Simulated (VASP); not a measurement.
The input files of a VASP run:

POSCAR:
```
BN
1
    1.2750000000    -2.2083650000     0.0000000000
    1.2750000000     2.2083650000     0.0000000000
    0.0000000000     0.0000000000     4.2200000000
B N
2 2
Direct
  0.7024052311   0.3917124159   0.5000000000
  0.3333330000   0.6666670000   0.0000000000
  0.6666670000   0.3333330000   0.8750000000
  0.3333330000   0.6666670000   0.3750000000
```

**INCAR**
```
SYSTEM = BN
PREC = Accurate
ENCUT = 520
EDIFF = 1E-3
NELM = 100
ALGO = Normal
LREAL = .FALSE.
LASPH = .TRUE.
ISMEAR = 0
SIGMA = 0.05
GGA = PE
LWAVE = .FALSE.
LCHARG = .FALSE.
ISIF = 3
IBRION = 2
NSW = 40
EDIFFG = -0.001
```

### KPOINTS
```
Automatic mesh
0
Gamma
8 8 4
0 0 0
```

POTCAR, in this order: B N (PBE.64 set). Program: vasp_std.

**Question.** One choice in this input is risky. Which, and does it do harm here?

**Answer.** The risk: EDIFF is too loose for the force threshold. Here it does no harm: the run (PBE GGA, plane waves, VASP's PBE PAW potentials (set 64)) converges to the same energy and pressure as with the safe setting.
**OSZICAR**
```
...
       N       E                     dE             d eps       ncg     rms          rms(c)
DAV:   1    -0.348323391633E+02   -0.36285E-06   -0.17522E-05  1632   0.418E-02    0.136E-03
DAV:   2    -0.348323391978E+02   -0.34493E-07   -0.79162E-07  1632   0.103E-02
  16 F= -.34832339E+02 E0= -.34832339E+02  d E =-.126378E-04
       N       E                     dE             d eps       ncg     rms          rms(c)
DAV:   1    -0.348323439218E+02   -0.47585E-05   -0.73571E-04  3216   0.265E-01    0.451E-03
DAV:   2    -0.348323442780E+02   -0.35617E-06   -0.59487E-06  1644   0.255E-02
  17 F= -.34832344E+02 E0= -.34832344E+02  d E =-.508018E-05
       N       E                     dE             d eps       ncg     rms          rms(c)
DAV:   1    -0.348323452261E+02   -0.13043E-05   -0.32355E-04  3248   0.176E-01    0.362E-03
DAV:   2    -0.348323453372E+02   -0.11108E-06   -0.24235E-06  1640   0.170E-02
  18 F= -.34832345E+02 E0= -.34832345E+02  d E =-.613937E-05
       N       E                     dE             d eps       ncg     rms          rms(c)
DAV:   1    -0.348323452854E+02   -0.59313E-07   -0.47979E-06  1644   0.221E-02    0.663E-04
DAV:   2    -0.348323453071E+02   -0.21652E-07   -0.22855E-07  1632   0.463E-03
  19 F= -.34832345E+02 E0= -.34832345E+02  d E =-.610926E-05
       N       E                     dE             d eps       ncg     rms          rms(c)
DAV:   1    -0.348323453040E+02   -0.18621E-07   -0.17189E-06  1644   0.132E-02    0.196E-04
DAV:   2    -0.348323453091E+02   -0.50670E-08   -0.51509E-08  1636   0.276E-03
  20 F= -.34832345E+02 E0= -.34832345E+02  d E =-.611129E-05
       N       E                     dE             d eps       ncg     rms          rms(c)
DAV:   1    -0.348323456761E+02   -0.37209E-06   -0.98121E-05  1652   0.991E-02    0.419E-03
DAV:   2    -0.348323457847E+02   -0.10855E-06   -0.46666E-06  1640   0.246E-02
  21 F= -.34832346E+02 E0= -.34832346E+02  d E =-.475571E-06
       N       E                     dE             d eps       ncg     rms          rms(c)
DAV:   1    -0.348323457527E+02   -0.76535E-07   -0.12146E-05  1644   0.359E-02    0.107E-03
DAV:   2    -0.348323457907E+02   -0.38062E-07   -0.53895E-07  1636   0.867E-03
  22 F= -.34832346E+02 E0= -.34832346E+02  d E =-.481619E-06
       N       E                     dE             d eps       ncg     rms          rms(c)
DAV:   1    -0.348323457859E+02   -0.33273E-07   -0.16539E-07  1644   0.444E-03    0.163E-04
DAV:   2    -0.348323457856E+02    0.36289E-09   -0.77234E-09  1640   0.105E-03
  23 F= -.34832346E+02 E0= -.34832346E+02  d E =-.476467E-06
       N       E                     dE             d eps       ncg     rms          rms(c)
DAV:   1    -0.348323457856E+02    0.35811E-09   -0.16785E-08  1644   0.132E-03    0.616E-05
DAV:   2    -0.348323457859E+02   -0.29968E-09   -0.65347E-10  1640   0.302E-04
  24 F= -.34832346E+02 E0= -.34832346E+02  d E =-.476771E-06
       N       E                     dE             d eps       ncg     rms          rms(c)
DAV:   1    -0.348323458259E+02   -0.40344E-07   -0.55942E-06  1644   0.240E-02    0.849E-04
DAV:   2    -0.348323458391E+02   -0.13197E-07   -0.22838E-07  1636   0.538E-03
  25 F= -.34832346E+02 E0= -.34832346E+02  d E =-.532416E-07
```

The compound is BN in the wurtzite structure, a metastable high-pressure form. In the starting cell atoms are displaced from their ideal sites.
